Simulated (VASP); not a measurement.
VASP input:

INCAR:
```
SYSTEM = CaB2
PREC = Accurate
ENCUT = 520
EDIFF = 1E-6
NELM = 100
ALGO = Normal
LREAL = .FALSE.
LASPH = .TRUE.
ISMEAR = 1
SIGMA = 0.1
GGA = PE
LWAVE = .FALSE.
LCHARG = .FALSE.
ISIF = 2
IBRION = 0
NSW = 3
TEBEG = 300
```

**KPOINTS**
```
Automatic mesh
0
Gamma
8 8 6
0 0 0
```

**POSCAR**
```
CaB2
1
    3.5644020000     0.0000000000     0.0000000000
   -1.7822010000     3.0868630000     0.0000000000
    0.0000000000     0.0000000000     3.8594000000
Ca B
1 2
Direct
  0.0000000000   0.0000000000   0.0000000000
  0.3333330000   0.6666670000   0.5000000000
  0.6666670000   0.3333330000   0.5000000000
```

POTCAR, in this order: Ca_sv B (PBE.64 set). Program: vasp_std.

The resulting files:

### standard output
```
 POSCAR found type information on POSCAR CaB
 POSCAR found :  2 types and       3 ions
 Reading from existing POTCAR

 -----------------------------------------------------------------------------
|                                                                             |
|     EEEEEEE  RRRRRR   RRRRRR   OOOOOOO  RRRRRR      ###     ###     ###     |
|     E        R     R  R     R  O     O  R     R     ###     ###     ###     |
|     E        R     R  R     R  O     O  R     R     ###     ###     ###     |
|     EEEEE    RRRRRR   RRRRRR   O     O  RRRRRR       #       #       #      |
|     E        R   R    R   R    O     O  R   R                               |
|     E        R    R   R    R   O     O  R    R      ###     ###     ###     |
|     EEEEEEE  R     R  R     R  OOOOOOO  R     R     ###     ###     ###     |
|                                                                             |
|     Fatal error! IBRION=0, but no entry for POTIM on file INCAR. MUST       |
|     be specified!                                                           |
|                                                                             |
|       ---->  I REFUSE TO CONTINUE WITH THIS SICK JOB ... BYE!!! <----       |
|                                                                             |
 -----------------------------------------------------------------------------
```

**Question.** From input and log, find the fault in this run and mend it.

**Answer.** The cause: molecular dynamics (IBRION = 0) was asked for without POTIM. VASP stops with an error: Fatal error! IBRION=0, but no entry for POTIM on file INCAR. MUST be specified! ----> I REFUSE TO CONTINUE WITH THIS SICK JOB ... BYE!!! <---- To mend it, set POTIM to the time step in fs (1 to 2 fs suits most solids). The plain static run on this cell (PBE GGA, plane waves, VASP's PBE PAW potentials (set 64)) converges, and its OSZICAR ends with
```
   1 F= -.15043395E+02 E0= -.15042752E+02  d E =-.192977E-02
```

The structure was generated: CaB2 was put into the AlB2 type (P6/mmm), which need not be its known phase. The cell was not relaxed at this level.
